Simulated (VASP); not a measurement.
Computed with LDA (Ceperley-Alder, Perdew-Zunger), VASP's LDA PAW potentials (set 64) (plane waves; VASP).

A VASP calculation is set up with these files.

POSCAR:
```
MoSi2
1.0
  4.5850220000   0.0000000000   0.0000000000
  2.2925110000   8.2532860000   0.0000000000
  0.0000000000   0.0000000000  18.1707000000
Si Mo
12 6
Cart
  4.3557731925   1.4390181871   7.8098032014
  4.3557709000   3.3706089893   6.0000014814
  4.3557731925   5.8840564544   6.7195066893
  2.0632599000   7.1788567219   7.0902071400
  2.0632621925   0.8022276525   9.9903053721
  2.0632599000   2.7338184546   8.1803946279
  2.0632621925   5.2472659198   8.9000088600
  4.3557709000   6.5420661873   9.2706911400
  4.3557731925   0.1654371179  12.1706985186
  4.3557709000   2.0970279200  10.3608967986
  4.3557731925   4.6104753852  11.0804928600
  2.0632599000   5.9052756527  11.4511933107
  2.0632576075   0.1822903279   7.4500051707
  2.0632576075   4.6273285952   6.3597086586
  6.6482819000   7.7987940466   9.6305073414
  4.3557709000   3.9905463139   8.5401926586
  4.3557709000   7.1620035119  11.8109913414
  2.0632599000   3.3537557792  10.7206948293
```

**KPOINTS**
```
Regular mesh
0
G
6 6 1
```

INCAR:
```
ALGO  =  Normal
DIPOL  =  0.5 0.5 0.5
EDIFF  =  1E-6
ENCUT  =  300
IDIPOL  =  3
ISIF  =  2
ISMEAR  =  0
LASPH  =  T
LCHARG  =  F
LDIPOL  =  T
LMAXMIX  =  4
LREAL  =  Auto
LWAVE  =  F
NELM  =  100
PREC  =  Accurate
SIGMA  =  0.2
SYSTEM  =  MoSi2
```

POTCAR, in this order: Si Mo_sv (LDA.64 set). Program: vasp_std.

Output of the run:

File OUTCAR:
```
 ion  position               nearest neighbor table
   1  0.863  0.174  0.430-   4 2.61  15 2.63  10 2.63  13 2.64  13 2.64   2 2.65  16 2.65   6 2.66
                             6 2.66
   2  0.746  0.408  0.330-   3 2.61  16 2.61  14 2.64  14 2.64   1 2.65
   3  0.594  0.713  0.370-   2 2.61  16 2.63   8 2.63  14 2.64  14 2.64  13 2.65   4 2.66   4 2.66
  LATTYP: Found a base centered orthorhombic cell.
 ALAT       =     4.5850220000
 B/A-ratio  =     3.6001074804
 C/A-ratio  =     3.9630562296
 Subroutine PRICEL returns:
 Original cell was already a primitive cell.
 Subroutine GETGRP returns: Found  4 space group operations
The static configuration has the point symmetry C_1 .
 The point group associated with its full space group is C_2h.
The dynamic configuration has the point symmetry C_1 .
 Subroutine INISYM returns: Found  4 space group operations
 Subroutine IBZKPT returns following result:
 Found     13 irreducible k-points:

 Following reciprocal coordinates:
            Coordinates               Weight
  0.000000  0.000000  0.000000      1.000000
  0.166667 -0.000000  0.000000      4.000000
  0.333333 -0.000000  0.000000      4.000000
  0.500000  0.000000  0.000000      2.000000
  0.000000  0.166667  0.000000      2.000000
  0.333333  0.166667  0.000000      2.000000
  0.500000  0.166667  0.000000      4.000000
 -0.333333  0.166667  0.000000      4.000000
 -0.166667  0.166667  0.000000      4.000000
  0.000000  0.333333  0.000000      2.000000
 -0.333333  0.333333  0.000000      2.000000
 -0.166667  0.333333  0.000000      4.000000
  0.000000  0.500000  0.000000      1.000000
   k-points           NKPTS =     13   k-points in BZ     NKDIM =     13   number of bands    NBANDS=     79
   number of dos      NEDOS =    301   number of ions     NIONS =     18
   total plane-waves  NPLWV = 145152
   dimension x,y,z NGX =    28 NGY =   48 NGZ =  108
   dimension x,y,z NGXF=    56 NGYF=   96 NGZF=  216
   ions per type =              12   6
   PREC   = accura    normal or accurate (medium, high low for compatibility)
   ISTART =      0    job   : 0-new  1-cont  2-samecut
   ICHARG =      2    charge: 1-file 2-atom 10-const
   ISPIN  =      1    spin polarized calculation?
   LNONCOLLINEAR =      F non collinear calculations
   LSORBIT =      F    spin-orbit coupling
   INIWAV =      1    electr: 0-lowe 1-rand  2-diag
   ENCUT  =  300.0 eV  22.05 Ry    4.70 a.u.   6.48 12.10 25.66*2*pi/ulx,y,z
   NELM   =    100;   NELMIN=  2; NELMDL= -5     # of ELM steps
   EDIFF  = 0.1E-05   stopping-criterion for ELM
   LREAL  =      T    real-space projection
   NLSPLINE    = F    spline interpolate recip. space projectors
   LMAXMIX     =    4 max onsite mixed and CHGCAR
   VOSKOWN=      0    Vosko Wilk Nusair interpolation
   EDIFFG = 0.1E-04   stopping-criterion for IOM
   NSW    =      0    number of steps for IOM
   NBLOCK =      1;   KBLOCK =      1    inner block; outer block
   IBRION =     -1    ionic relax: 0-MD 1-quasi-New 2-CG
   NFREE  =      0    steps in history (QN), initial steepest desc. (CG)
   ISIF   =      2    stress and relaxation
   ISYM   =      2    0-nonsym 1-usesym 2-fastsym
   TEIN   =    0.0    initial temperature
   TEBEG  =    0.0;   TEEND  =   0.0 temperature during run
   SMASS  =  -3.00    Nose mass-parameter (am)
   PSTRESS=    0.0 pullay stress
   NELECT =     132.0000    total number of electrons
   EFERMI =   0.00;   METHOD = LEGACY
   ISMEAR =     0;   SIGMA  =   0.20  broadening in eV -4-tet -1-fermi 0-gaus
   IALGO  =     38    algorithm
   LDIAG  =      T    sub-space diagonalisation (order eigenvalues)
   IMIX   =      4    mixing-type and parameters
     AMIX     =   0.40;   BMIX     =  1.00
     AMIX_MAG =   1.60;   BMIX_MAG =  1.00
     AMIN     =   0.10
   GGA     = CA    functional components
...
```

**OSZICAR**
```
       N       E                     dE             d eps       ncg     rms          rms(c)
DAV:   1     0.647723339218E+03    0.64772E+03   -0.57491E+04  2758   0.921E+02
DAV:   2    -0.107451961320E+03   -0.75518E+03   -0.73378E+03  2425   0.275E+02
DAV:   3    -0.148810860214E+03   -0.41359E+02   -0.40013E+02  2652   0.539E+01
DAV:   4    -0.150495844241E+03   -0.16850E+01   -0.16688E+01  2836   0.954E+00
DAV:   5    -0.150540443850E+03   -0.44600E-01   -0.44429E-01  2788   0.150E+00    0.420E+01
DAV:   6    -0.144609049671E+03    0.59314E+01   -0.80853E+01  2408   0.265E+01    0.150E+01
DAV:   7    -0.145853035600E+03   -0.12440E+01   -0.65270E+01  2499   0.275E+01    0.157E+01
DAV:   8    -0.141295680043E+03    0.45574E+01   -0.19326E+01  2583   0.136E+01    0.721E+00
DAV:   9    -0.141053916180E+03    0.24176E+00   -0.48898E+00  2597   0.654E+00    0.444E+00
DAV:  10    -0.140750412441E+03    0.30350E+00   -0.15386E+00  2614   0.418E+00    0.137E+00
DAV:  11    -0.140718062038E+03    0.32350E-01   -0.14382E-01  2556   0.142E+00    0.959E-01
DAV:  12    -0.140708337051E+03    0.97250E-02   -0.20686E-02  2532   0.508E-01    0.349E-01
DAV:  13    -0.140704857054E+03    0.34800E-02   -0.66574E-03  2460   0.201E-01    0.129E-01
DAV:  14    -0.140704998143E+03   -0.14109E-03   -0.13097E-03  2660   0.905E-02    0.841E-02
DAV:  15    -0.140706052178E+03   -0.10540E-02   -0.17370E-03  2222   0.850E-02    0.446E-02
DAV:  16    -0.140706456538E+03   -0.40436E-03   -0.29712E-04  2620   0.450E-02    0.348E-02
DAV:  17    -0.140707391137E+03   -0.93460E-03   -0.20691E-04  2222   0.304E-02    0.205E-02
DAV:  18    -0.140707843945E+03   -0.45281E-03   -0.90077E-05  2164   0.189E-02    0.116E-02
DAV:  19    -0.140708265826E+03   -0.42188E-03   -0.32213E-05  1964   0.117E-02    0.781E-03
DAV:  20    -0.140708764057E+03   -0.49823E-03   -0.35307E-05  1942   0.131E-02    0.561E-03
DAV:  21    -0.140708942456E+03   -0.17840E-03   -0.13104E-05  1910   0.708E-03    0.264E-03
DAV:  22    -0.140709003942E+03   -0.61486E-04   -0.68015E-06  1757   0.484E-03    0.128E-03
DAV:  23    -0.140709015558E+03   -0.11616E-04   -0.88529E-07  1636   0.194E-03    0.650E-04
DAV:  24    -0.140709021711E+03   -0.61531E-05   -0.56362E-07  1478   0.134E-03    0.308E-04
DAV:  25    -0.140709023684E+03   -0.19731E-05   -0.26254E-07  1468   0.767E-04    0.123E-04
DAV:  26    -0.140709024059E+03   -0.37453E-06   -0.71615E-08  1300   0.445E-04
   1 F= -.14070902E+03 E0= -.14060433E+03  d E =-.209384E+00
```

File OUTCAR:
```
------------------------ aborting loop because EDIFF is reached ----------------------------------------
  FORCE on cell =-STRESS in cart. coord.  units (eV):
  Direction    XX          YY          ZZ          XY          YZ          ZX
  --------------------------------------------------------------------------------------
  Total      -28.5855884    -28.7220072    -20.3225639      0.0000000      0.5089461      0.0000000
  in kB      -66.6066729    -66.9245396    -47.3531749      0.0000000      1.1858845      0.0000000
  external PRESSURE =     -60.2947958 kB  Pullay stress =       0.0000000 kB
  volume of cell :      687.61
      direct lattice vectors                 reciprocal lattice vectors
     4.585022000  0.000000000  0.000000000     0.218101462 -0.060581931  0.000000000
     2.292511000  8.253286000  0.000000000     0.000000000  0.121163861  0.000000000
     0.000000000  0.000000000 18.170700000     0.000000000  0.000000000  0.055033653
 POSITION                                       TOTAL-FORCE (eV/Angst)
 -----------------------------------------------------------------------------------
      4.35577      1.43902      7.80980         0.000000     -0.100767     -0.226137
      4.35577      3.37061      6.00000         0.000000      0.920180      0.471450
      4.35577      5.88406      6.71951        -0.000000     -0.313991      0.252602
      2.06326      7.17886      7.09021         0.000000     -0.406009      0.098047
      2.06326      0.80223      9.99031         0.000000     -0.203122      0.582899
      2.06326      2.73382      8.18039        -0.000000      0.203122     -0.582899
      2.06326      5.24727      8.90001        -0.000000     -0.196993     -0.112298
      4.35577      6.54207      9.27069         0.000000      0.196993      0.112298
      4.35577      0.16544     12.17070        -0.000000     -0.920180     -0.471450
      4.35577      2.09703     10.36090        -0.000000      0.100767      0.226137
      4.35577      4.61048     11.08049         0.000000      0.406009     -0.098047
      2.06326      5.90528     11.45119         0.000000      0.313991     -0.252602
      2.06326      0.18229      7.45001         0.000000     -0.311017      1.827959
      2.06326      4.62733      6.35971        -0.000000     -0.510134      1.819133
      6.64828      7.79879      9.63051        -0.000000     -0.613894     -0.562137
      4.35577      3.99055      8.54019         0.000000      0.613894      0.562137
      4.35577      7.16200     11.81099         0.000000      0.510134     -1.819133
      2.06326      3.35376     10.72069         0.000000      0.311017     -1.827959
 -----------------------------------------------------------------------------------
    total drift:                               -0.016678     -0.016813     -0.004737
  FREE ENERGIE OF THE ION-ELECTRON SYSTEM (eV)
  ---------------------------------------------------
  free  energy   TOTEN  =      -140.7090240589 eV

  energy  without entropy=     -140.4996398015  energy(sigma->0) =     -140.60433193
```
(Selected blocks of OUTCAR.)

OUTCAR:
```
 val. band max:        1.2241314629   @ k =   0.0000   0.3333   0.0000

 cond. band min:       1.2716146030   @ k =   0.5000   0.1667   0.0000


 Fermi energy:         1.2511598085

 k-point     1 :       0.0000    0.0000    0.0000
  band No.  band energies     occupation
      1     -58.9009      2.00000
      2     -58.9009      2.00000
      3     -58.8587      2.00000
      4     -58.8586      2.00000
      5     -58.8216      2.00000
      6     -58.8214      2.00000
      7     -33.3586      2.00000
      8     -33.3580      2.00000
      9     -33.2930      2.00000
     10     -33.2925      2.00000
     11     -33.2922      2.00000
     12     -33.2912      2.00000
     13     -33.2079      2.00000
     14     -33.2068      2.00000
     15     -33.1878      2.00000
     16     -33.1866      2.00000
     17     -33.1606      2.00000
     18     -33.1486      2.00000
     19     -33.1473      2.00000
     20     -33.1459      2.00000
     21     -33.1350      2.00000
     22     -33.1290      2.00000
     23     -33.1166      2.00000
     24     -33.1158      2.00000
     25     -10.7833      2.00000
     26      -9.1490      2.00000
     27      -9.0029      2.00000
     28      -8.0546      2.00000
     29      -7.3622      2.00000
     30      -7.1706      2.00000
     31      -6.8044      2.00000
     32      -6.5814      2.00000
     33      -5.2017      2.00000
     34      -4.6870      2.00000
     35      -4.4821      2.00000
     36      -4.0431      2.00000
     37      -3.7736      2.00000
     38      -3.6243      2.00000
     39      -3.0023      2.00000
     40      -2.8485      2.00000
     41      -2.6273      2.00000
     42      -2.1819      2.00000
     43      -1.9681      2.00000
     44      -1.8894      2.00000
     45      -1.7734      2.00000
     46      -1.3715      2.00000
     47      -1.2786      2.00000
     48      -1.2592      2.00000
     49      -1.2529      2.00000
     50      -1.0437      2.00000
     51      -0.6714      2.00000
...
```

At this cut-off the stress carries a Pulay error, which pulls relaxed volumes low. The cell holds a wide vacuum, so values per volume refer to the whole cell.

The cell is a sheet with vacuum, built from a generated structure.
